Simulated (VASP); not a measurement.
An input for Quantum ESPRESSO's pw.x (written as the equivalent of a VASP run, and not itself run):

```
&CONTROL
  calculation = 'scf'
  pseudo_dir = './pseudo'
  outdir = './out'
  tprnfor = .true.
  tstress = .true.
/
&SYSTEM
  ibrav = 0
  nat = 8
  ntyp = 3
  ecutwfc = 84
  occupations = 'smearing'
  smearing = 'gaussian'
  degauss = 0.0147
  input_dft = 'pbesol'
/
&ELECTRONS
  conv_thr = 7.3e-08
  electron_maxstep = 100
/
ATOMIC_SPECIES
  Ga 69.723 Ga.upf
  Ge 72.630 Ge.upf
  Pt 195.084 Pt.upf
CELL_PARAMETERS angstrom
    -2.7605450    2.7605450    3.9761550
     2.7605450   -2.7605450    3.9761550
     2.7605450    2.7605450   -3.9761550
ATOMIC_POSITIONS crystal
  Ga   0.0000000  0.0000000  0.0000000
  Ge   0.5000000  0.5000000  0.0000000
  Pt   0.9434300  0.9434300  0.3958800
  Pt   0.0565700  0.4524500  0.0000000
  Pt   0.5475500  0.5475500  0.6041200
  Pt   0.4524500  0.0565700  0.0000000
  Pt   0.5000000  0.0000000  0.5000000
  Pt   0.0000000  0.5000000  0.5000000
K_POINTS automatic
  7 7 7 0 0 0
```

**Question.** Translate this input to VASP (INCAR, KPOINTS, POSCAR, choice of POTCAR).

**Answer.** One answer among several that fit: 
KPOINTS:
```
Automatic mesh
0
gamma
  7 7 7
```

**POSCAR**
```
GaGePt6
1
   -2.7605450000     2.7605450000     3.9761550000
    2.7605450000    -2.7605450000     3.9761550000
    2.7605450000     2.7605450000    -3.9761550000
Ga Ge Pt
1 1 6
Direct
  0.0000000000   0.0000000000   0.0000000000
  0.5000000000   0.5000000000   0.0000000000
  0.9434300000   0.9434300000   0.3958800000
  0.0565700000   0.4524500000   0.0000000000
  0.5475500000   0.5475500000   0.6041200000
  0.4524500000   0.0565700000   0.0000000000
  0.5000000000   0.0000000000   0.5000000000
  0.0000000000   0.5000000000   0.5000000000
```

### INCAR
```
SYSTEM = GaGePt6
PREC = Accurate
ENCUT = 300
EDIFF = 1E-6
NELM = 100
ALGO = Normal
LREAL = .FALSE.
LASPH = .TRUE.
ISMEAR = 0
SIGMA = 0.2
GGA = PS
LMAXMIX = 6
LWAVE = .FALSE.
LCHARG = .FALSE.
ISIF = 2
```

POTCAR, in this order: Ga_d Ge_d Pt (PBE.64 set). Program: vasp_std.

Limits of the translation: the potentials are each code's own (VASP's PAW set, PseudoDojo norm-conserving files in pw.x), so ENCUT and ecutwfc are chosen apart and not converted; conv_thr bounds pw.x's estimated SCF error, while EDIFF bounds the energy change between steps.

The structure comes from a computed database's GaGePt6 entry (I-42m); how it stands against other phases isn't given here. The cell was not relaxed at this level. The run is one of a series of settings (KPOINTS 7×7×7 Γ-centred mesh against the base run), some of them coarse on purpose.
